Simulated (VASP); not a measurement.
Ga3BSb2:

```
Ga B Sb
1.0
     4.16703    0.00000    0.00000
    -2.08351    3.60875    0.00000
     0.00000    0.00000    8.77569
Ga B Sb
3 1 2
Cartesian
  2.0835 1.2029 4.3878
  0.0000 0.0000 0.0000
  0.0000 0.0000 4.3878
  2.0835 1.2029 0.0000
  0.0000 2.4058 2.1609
  0.0000 2.4058 6.6148
```

The cell was built by a generator and needn't be a form met in nature.

| Property | Result |
| --- | --- |
| Program | VASP 6.6.1 |
| Task | relaxation of cell and atoms |
| Functional | PBE |
| Potentials or basis | VASP PAW PBE potentials, release 64 (Ga_d, B, Sb) |
| Cutoff | 520 eV |
| k mesh | 5 × 5 × 2 |
| Occupations | gaussian, width 0.15 eV |
| Spin | no spin polarisation |

At the start: pressure -3.6 GPa; volume 21.99 Å³/atom.

Where does the relaxation end?

Over 14 steps the energy falls by 38.4 meV/atom and the volume is 20.32 Å³/atom (-7.6 %); space group P-6m2 (No. 187, to 0.05 Å).

Step by step:
```
step  energy change (eV)  largest force (eV/Å)  pressure (GPa)  volume (Å³)
   1              0.0000                0.2884           -3.57       131.97
   2             -0.1362                0.3578           -0.09       122.81
   3             -0.1370                0.3641            1.21       121.69
   4             -0.1371                0.3599           -0.02       122.32
   5             -0.1372                0.3623            0.83       122.01
   6             -0.1713                0.3323            0.62       121.43
   7             -0.2071                0.2789            0.82       120.11
   8             -0.2070                0.2484            0.97       119.87
   9             -0.2188                0.1293           -1.26       122.86
  10             -0.2192                0.1630           -0.11       122.11
  11             -0.2193                0.1494           -0.82       122.38
  12             -0.2193                0.1559           -0.08       122.27
  13             -0.2193                0.1516           -0.40       122.33
  14             -0.2303                0.0700            0.03       121.94
```

Final structure:
```
CELL_PARAMETERS angstrom
4.15354 0.00000 0.00000
-2.07677 3.59707 0.00000
0.00000 0.00000 8.16181
ATOMIC_POSITIONS crystal
Ga 0.66667 0.33333 0.50000
Ga 0.00000 0.00000 0.00000
Ga 0.00000 0.00000 0.50000
B 0.66667 0.33333 0.00000
Sb 0.33333 0.66667 0.23023
Sb 0.33333 0.66667 0.76977
```
